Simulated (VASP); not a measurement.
Data:

```
CELL_PARAMETERS angstrom
      0.00000     2.57000     2.57000
      2.57000     0.00000     2.57000
      2.57000     2.57000     0.00000
ATOMIC_POSITIONS crystal
  Li 0.00000 0.00000 0.00000
  Cl 0.50000 0.50000 0.50000
```

Level of theory: B3LYP hybrid, VASP's PBE PAW potentials (set 64) (plane waves; VASP). Numerical set-up: 520 eV cut-off, 6×6×6 Γ-centred mesh, Gaussian smearing of 0.050 eV, potentials Li_sv Cl.

Problem. What does the run give for the energy per atom (σ→0), band gap (over the mesh, the named points and PBE's band edges) with the smallest direct gap where there is one?

Solution. 
- band gap (over the mesh, the named points and PBE's band edges) = 8.13 eV
- smallest direct gap (over the mesh, the named points and PBE's band edges) = 8.14 eV
- energy per atom (σ→0) = -4.210 eV/atom

The absolute energy has meaning only against runs of the same code, potentials and settings.

The compound is LiCl in the rock salt structure. The cell was not relaxed at this level.
